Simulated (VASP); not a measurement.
OSZICAR of a VASP run on Al (space group Im-3m):

### OSZICAR
```
       N       E                     dE             d eps       ncg     rms          rms(c)
DAV:   1    -0.518979096204E+01   -0.51898E+01   -0.73528E+02  2245   0.255E+02
DAV:   2    -0.679906703988E+01   -0.16093E+01   -0.15280E+01  2545   0.278E+01
DAV:   3    -0.681208424288E+01   -0.13017E-01   -0.13114E-01  2710   0.278E+00
DAV:   4    -0.681211137260E+01   -0.27130E-04   -0.27603E-04  2920   0.113E-01
DAV:   5    -0.681211143079E+01   -0.58186E-07   -0.59018E-07  2730   0.373E-03    0.302E+00
DAV:   6    -0.659758655861E+01    0.21452E+00   -0.85832E-02  2610   0.199E+00    0.187E+00
DAV:   7    -0.689900792526E+01   -0.30142E+00   -0.86201E-02  2470   0.196E+00    0.721E-01
DAV:   8    -0.658645450664E+01    0.31255E+00   -0.11637E-01  2445   0.215E+00    0.214E-01
DAV:   9    -0.662490912142E+01   -0.38455E-01   -0.58628E-03  2300   0.672E-01    0.153E-01
DAV:  10    -0.662506075092E+01   -0.15163E-03   -0.24871E-05  2780   0.466E-02    0.155E-01
DAV:  11    -0.662461577195E+01    0.44498E-03   -0.20241E-04  2625   0.935E-02    0.902E-02
DAV:  12    -0.662479170313E+01   -0.17593E-03   -0.34492E-04  2680   0.151E-01    0.415E-02
DAV:  13    -0.662491385681E+01   -0.12215E-03   -0.21148E-05  2355   0.491E-02    0.526E-02
DAV:  14    -0.662482213581E+01    0.91721E-04   -0.17752E-05  2545   0.310E-02    0.600E-02
DAV:  15    -0.662481972498E+01    0.24108E-05   -0.75168E-07  2715   0.803E-03    0.395E-02
DAV:  16    -0.662482941913E+01   -0.96942E-05   -0.13658E-06  2460   0.754E-03    0.205E-02
DAV:  17    -0.662482948252E+01   -0.63390E-07   -0.51361E-08  1335   0.263E-03
   1 F= -.66248295E+01 E0= -.66248295E+01  d E =0.000000E+00
       N       E                     dE             ncg
```

Task: Which electronic solver shows in the log?

Result: It is blocked Davidson (ALGO = Normal, or the opening steps of other solvers). The INCAR had ALGO = Normal.

Task: Can the final energy be trusted as converged?

Result: Self-consistency was reached. It stopped with EDIFF = 1E-7, NELM = 100 (r2SCAN meta-GGA, plane waves, VASP's PBE PAW potentials (set 64)).

The structure comes from a computed database's Al entry (Im-3m); how it stands against other phases isn't given here. It was relaxed first.
